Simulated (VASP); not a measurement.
Computed with rev-vdW-DF2, VASP's PBE PAW potentials (set 64) (plane waves; VASP).

VASP input:

File KPOINTS:
```
Regular mesh
0
G
  7 7 7
0 0 0
```

POSCAR:
```
NaCl
1
    0.0000000000     2.8200000000     2.8200000000
    2.8200000000     0.0000000000     2.8200000000
    2.8200000000     2.8200000000     0.0000000000
Na Cl
1 1
Direct
  0.0000000000   0.0000000000   0.0000000000
  0.5000000000   0.5000000000   0.5000000000
```

INCAR:
```
AGGAC = 0.0
ALGO = Normal
EDIFF = 1E-6
EDIFFG = -0.01
ENCUT = 520
GGA = MK
IBRION = 2
ISIF = 3
ISMEAR = 0
LASPH = .TRUE.
LCHARG = .FALSE.
LREAL = .FALSE.
LUSE_VDW = .TRUE.
LWAVE = .FALSE.
NELM = 100
NSW = 60
PARAM1 = 0.1234568
PARAM2 = 0.7114
PREC = Accurate
SIGMA = 0.05
SYSTEM = NaCl
ZAB_VDW = -1.8867
```

POTCAR, in this order: Na_pv Cl (PBE.64 set). Program: vasp_std.

What VASP printed:

**OUTCAR**
```
 ion  position               nearest neighbor table
   1  0.000  0.000  0.000-
   2  0.500  0.500  0.500-
  LATTYP: Found a face centered cubic cell.
 ALAT       =     5.6400000000
 Subroutine PRICEL returns:
 Original cell was already a primitive cell.
 Subroutine GETGRP returns: Found 48 space group operations
The static configuration has the point symmetry O_h .
The dynamic configuration has the point symmetry O_h .
 Subroutine INISYM returns: Found 48 space group operations
 Subroutine IBZKPT returns following result:
 Found     20 irreducible k-points:

 Following reciprocal coordinates:
            Coordinates               Weight
  0.000000  0.000000  0.000000      1.000000
  0.142857  0.000000  0.000000      8.000000
  0.285714  0.000000  0.000000      8.000000
  0.428571  0.000000  0.000000      8.000000
  0.142857  0.142857  0.000000      6.000000
  0.285714  0.142857  0.000000     24.000000
  0.428571  0.142857  0.000000     24.000000
 -0.428571  0.142857  0.000000     24.000000
 -0.285714  0.142857  0.000000     24.000000
 -0.142857  0.142857  0.000000     12.000000
  0.285714  0.285714  0.000000      6.000000
  0.428571  0.285714  0.000000     24.000000
 -0.428571  0.285714  0.000000     24.000000
 -0.285714  0.285714  0.000000     12.000000
  0.428571  0.428571  0.000000      6.000000
 -0.428571  0.428571  0.000000     12.000000
  0.428571  0.285714  0.142857     24.000000
 -0.428571  0.285714  0.142857     48.000000
 -0.428571  0.428571  0.142857     24.000000
 -0.285714  0.428571  0.142857     24.000000
   k-points           NKPTS =     20   k-points in BZ     NKDIM =     20   number of bands    NBANDS=     11
   number of dos      NEDOS =    301   number of ions     NIONS =      2
   total plane-waves  NPLWV =  27000
   dimension x,y,z NGX =    30 NGY =   30 NGZ =   30
...
```

File OSZICAR:
```
       N       E                     dE             d eps       ncg     rms          rms(c)
DAV:   1     0.100650390318E+03    0.10065E+03   -0.73065E+03   440   0.128E+03
DAV:   2     0.539929523640E+01   -0.95251E+02   -0.89362E+02   490   0.285E+02
DAV:   3    -0.347156588991E+01   -0.88709E+01   -0.88126E+01   539   0.854E+01
DAV:   4    -0.366674452819E+01   -0.19518E+00   -0.19501E+00   497   0.138E+01
DAV:   5    -0.367120432787E+01   -0.44598E-02   -0.44594E-02   608   0.209E+00    0.201E+00
DAV:   6    -0.348141115490E+01    0.18979E+00   -0.38921E-01   500   0.441E+00    0.143E+00
DAV:   7    -0.346810142120E+01    0.13310E-01   -0.82008E-02   573   0.201E+00    0.990E-01
DAV:   8    -0.347098693841E+01   -0.28855E-02   -0.69378E-03   458   0.101E+00    0.254E-01
DAV:   9    -0.347090678721E+01    0.80151E-04   -0.21030E-04   542   0.141E-01    0.116E-01
DAV:  10    -0.347097555901E+01   -0.68772E-04   -0.15761E-04   464   0.113E-01    0.235E-02
DAV:  11    -0.347097218338E+01    0.33756E-05   -0.10306E-05   518   0.323E-02    0.718E-03
DAV:  12    -0.347097236917E+01   -0.18579E-06   -0.99339E-07   446   0.101E-02
   1 F= -.34709724E+01 E0= -.34709724E+01  d E =-.347097E+01
       N       E                     dE             d eps       ncg     rms          rms(c)
DAV:   1    -0.347631128442E+01   -0.53391E-02   -0.10709E-01   494   0.504E+00    0.453E-01
DAV:   2    -0.347228882548E+01    0.40225E-02   -0.68510E-03   494   0.896E-01    0.181E-01
DAV:   3    -0.347160406230E+01    0.68476E-03   -0.15531E-03   503   0.460E-01    0.858E-02
DAV:   4    -0.347152892219E+01    0.75140E-04   -0.44458E-05   623   0.876E-02    0.736E-03
DAV:   5    -0.347152738793E+01    0.15343E-05   -0.47194E-06   461   0.212E-02    0.432E-03
DAV:   6    -0.347152736772E+01    0.20216E-07   -0.25895E-07   238   0.866E-03
   2 F= -.34715274E+01 E0= -.34715274E+01  d E =-.554999E-03
       N       E                     dE             d eps       ncg     rms          rms(c)
DAV:   1    -0.347372329444E+01   -0.21959E-02   -0.46012E-02   494   0.331E+00    0.296E-01
DAV:   2    -0.347200313840E+01    0.17202E-02   -0.29261E-03   494   0.588E-01    0.118E-01
DAV:   3    -0.347170901949E+01    0.29412E-03   -0.66904E-04   500   0.303E-01    0.560E-02
DAV:   4    -0.347167768087E+01    0.31339E-04   -0.19172E-05   625   0.573E-02    0.482E-03
DAV:   5    -0.347167696749E+01    0.71338E-06   -0.18804E-06   258   0.138E-02
   3 F= -.34716770E+01 E0= -.34716770E+01  d E =-.704598E-03
```

File OUTCAR:
```
------------------------ aborting loop because EDIFF is reached ----------------------------------------
  FORCE on cell =-STRESS in cart. coord.  units (eV):
  Direction    XX          YY          ZZ          XY          YZ          ZX
  --------------------------------------------------------------------------------------
  Total       -0.0045986     -0.0045986     -0.0045986      0.0000000     -0.0000000     -0.0000000
  in kB       -0.1662843     -0.1662843     -0.1662843      0.0000000     -0.0000000     -0.0000000
  external PRESSURE =      -0.1662843 kB  Pullay stress =       0.0000000 kB
  volume of cell :       44.31
      direct lattice vectors                 reciprocal lattice vectors
     0.000000000  2.808566460  2.808566460    -0.178026765  0.178026765  0.178026765
     2.808566460  0.000000000  2.808566460     0.178026765 -0.178026765  0.178026765
     2.808566460  2.808566460 -0.000000000     0.178026765  0.178026765 -0.178026765
  FREE ENERGIE OF THE ION-ELECTRON SYSTEM (eV)
  ---------------------------------------------------
  free  energy   TOTEN  =        -3.4716769675 eV

  energy  without entropy=       -3.4716769675  energy(sigma->0) =       -3.47167697

 reached required accuracy - stopping structural energy minimisation
```
(Selected blocks of OUTCAR.)

**CONTCAR**
```
NaCl
   1.00000000000000
     0.0000000000000000    2.8085664595909492    2.8085664595909492
     2.8085664595909492    0.0000000000000000    2.8085664595909492
     2.8085664595909492    2.8085664595909492   -0.0000000000000000
  Na              Cl
     1     1
Direct
     0.0000000000000000    0.0000000000000000    0.0000000000000000
     0.5000000000000000    0.5000000000000000    0.5000000000000000
```

**OUTCAR**
```
 val. band max:       -0.7496650005   @ k =   0.0000   0.0000   0.0000

 cond. band min:       4.3057424578   @ k =   0.0000   0.0000   0.0000


 Fermi energy:        -0.5183129666

 k-point     1 :       0.0000    0.0000    0.0000
  band No.  band energies     occupation
      1     -21.6155      2.00000
      2     -21.6155      2.00000
      3     -21.6155      2.00000
      4     -13.4068      2.00000
      5      -0.7497      2.00000
      6      -0.7497      2.00000
      7      -0.7497      2.00000
      8       4.3057      0.00000
      9      10.3048      0.00000
     10      10.3048      0.00000
     11      10.3048      0.00000

 k-point     2 :       0.1429    0.0000    0.0000
  band No.  band energies     occupation
      1     -21.6213      2.00000
      2     -21.6159      2.00000
      3     -21.6159      2.00000
      4     -13.3432      2.00000
      5      -1.2311      2.00000
      6      -0.8038      2.00000
      7      -0.8038      2.00000
      8       4.9437      0.00000
      9       9.6583      0.00000
     10      10.5434      0.00000
     11      10.5435      0.00000

 k-point     3 :       0.2857    0.0000    0.0000
  band No.  band energies     occupation
      1     -21.6344      2.00000
      2     -21.6168      2.00000
      3     -21.6168      2.00000
      4     -13.1952      2.00000
      5      -2.0885      2.00000
      6      -0.9207      2.00000
      7      -0.9207      2.00000
      8       6.0235      0.00000
      9       9.2099      0.00000
     10      10.5238      0.00000
     11      10.5238      0.00000

 k-point     4 :       0.4286    0.0000    0.0000
  band No.  band energies     occupation
      1     -21.6448      2.00000
      2     -21.6176      2.00000
      3     -21.6176      2.00000
      4     -13.0708      2.00000
      5      -2.6581      2.00000
      6      -1.0101      2.00000
      7      -1.0101      2.00000
      8       6.4328      0.00000
      9       9.7361      0.00000
...
```

The compound is NaCl in the rock salt structure. This run relaxes it. Symmetry was kept, so distortions that lower it aren't found.
